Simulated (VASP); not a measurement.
This VASP 6.6.1 run on Tc3Sn needs a look.

Contents of INCAR:

```
SYSTEM = Tc3Sn
PREC     = Accurate       ! precision mode
EDIFF    = 1E-6           ! SCF threshold, eV
ISMEAR   = 1              ! smearing method
SIGMA    = 0.2            ! smearing width, eV
LREAL    = .FALSE.        ! projectors in reciprocal space
LASPH    = .TRUE.         ! aspherical terms in the spheres
NELM     = 94             ! most SCF steps
ALGO     = Normal         ! electronic algorithm
ISIF     = 2              ! what is computed and relaxed
LWAVE    = .FALSE.        ! write WAVECAR
LCHARG   = .FALSE.        ! write CHGCAR
METAGGA  = RTPSS          ! meta-GGA
LMIXTAU  = .TRUE.       
IVDW     = 11             ! dispersion correction
VDW_S6   = 1.0          
VDW_S8   = 1.3666       
VDW_SR   = 1.3491       
VDW_SR8  = 1.0          
ICORELEVEL= 1            
ENCUTT   = 520
```

Contents of KPOINTS:

```
regular mesh
0
G
  10 10 3
  0 0 0
```

POSCAR

```
Tc3Sn
2.9416
    0.999995434525      0.000000000000      0.000000000000
   -0.499997717263      0.866021449959      0.000000000000
    0.000000000000      0.000000000000      2.934949347294
Sn Tc
1 3
Direct
    0.0000000000      0.0000000000      0.0000000000
    0.3333333333      0.6666666667      0.7382180000
    0.3333333333      0.6666666667      0.2617820000
    0.0000000000      0.0000000000      0.5000000000
```

Potentials or basis: VASP PAW PBE potentials, release 64 (Sn_d, Tc_pv).

Command:

```bash
$ cat potpaw_PBE.64/Sn_d/POTCAR potpaw_PBE.64/Tc_pv/POTCAR > POTCAR
$ mpirun -np 1 vasp_std > vasp.out
```

OUTCAR:

```text
SYSTEM = Tc3Sn
   PREC = Accurate
   EDIFF = 1E-6
   ISMEAR = 1
   LREAL = .FALSE.
   LASPH = .TRUE.
   NELM = 94
   ISIF = 2
   METAGGA = RTPSS
   IVDW = 11
   ENCUTT = 520
 IVDW          = 11

 ion  position               nearest neighbor table
   1  0.000  0.000  0.000-   2 2.83   3 2.83   2 2.83   3 2.83   2 2.83   3 2.83
   2  0.333  0.667  0.738-   4 2.67   4 2.67   4 2.67   1 2.83   1 2.83   1 2.83
   3  0.333  0.667  0.262-   4 2.67   4 2.67   4 2.67   1 2.83   1 2.83   1 2.83
[... 219 lines left out ...]
  --------------------------------------------------------------------------------------
  -------------------------------------------------------------------------------------
  Total     -10.33645   -10.33645   -10.38551     0.00000     0.00000    -0.00000
  in kB    -255.97882  -255.97882  -257.19373     0.00000     0.00000    -0.00000
  external pressure =     -256.38 kB  Pullay stress =        0.00 kB

 VOLUME and BASIS-vectors are now :
 -----------------------------------------------------------------------------
  energy-cutoff  :      263.52
  volume of cell :       64.70
      direct lattice vectors                 reciprocal lattice vectors
     2.941586570  0.000000000  0.000000000     0.339952599  0.196271725  0.000000000
    -1.470793285  2.547488697  0.000000000     0.000000000  0.392543449  0.000000000
     0.000000000  0.000000000  8.633447000     0.000000000  0.000000000  0.115828591

 POSITION                                       TOTAL-FORCE (eV/Angst)
 -----------------------------------------------------------------------------------
      0.00000      0.00000      0.00000         0.000000     -0.000000      0.000000
     -0.00000      1.69833      6.37337        -0.000000      0.000000     -0.121350
     -0.00000      1.69833      2.26008        -0.000000      0.000000      0.121350
      0.00000      0.00000      4.31672        -0.000000     -0.000000      0.000000
 -----------------------------------------------------------------------------------
    total drift:                                0.000008     -0.000004     -0.000000

  FREE ENERGIE OF THE ION-ELECTRON SYSTEM (eV)
  ---------------------------------------------------
  free  energy   TOTEN  =        19.0859140022 eV

  energy  without entropy=       19.0806591368  energy(sigma->0) =       19.08416238
```

On the terminal:

```text
POSCAR found type information on POSCAR SnTc
 POSCAR found :  2 types and       4 ions
 scaLAPACK will be used
 -----------------------------------------------------------------------------
|                                                                             |
|                                                                             |
|     You enforced a specific xc type in the INCAR file but a different       |
|     I HOPE YOU KNOW WHAT YOU ARE DOING!                                     |
|                                                                             |
 -----------------------------------------------------------------------------

 LDA part: xc-table for (None), standard interpolation
 POSCAR, INCAR and KPOINTS ok, starting setup
 FFT: planning ... GRIDC
 FFT: planning ... GRID_SOFT
 FFT: planning ... GRID
 WAVECAR not read
 entering main loop
```

Question: What happened, and what is wrong with the input?

Answer: The calculation finished and met its thresholds. The input holds a flaw that was put in on purpose: misspelt tag (ENCUT = left out; ENCUTT = 520). The program doesn't stop on it, so the numbers can't be trusted though the run ends normally.
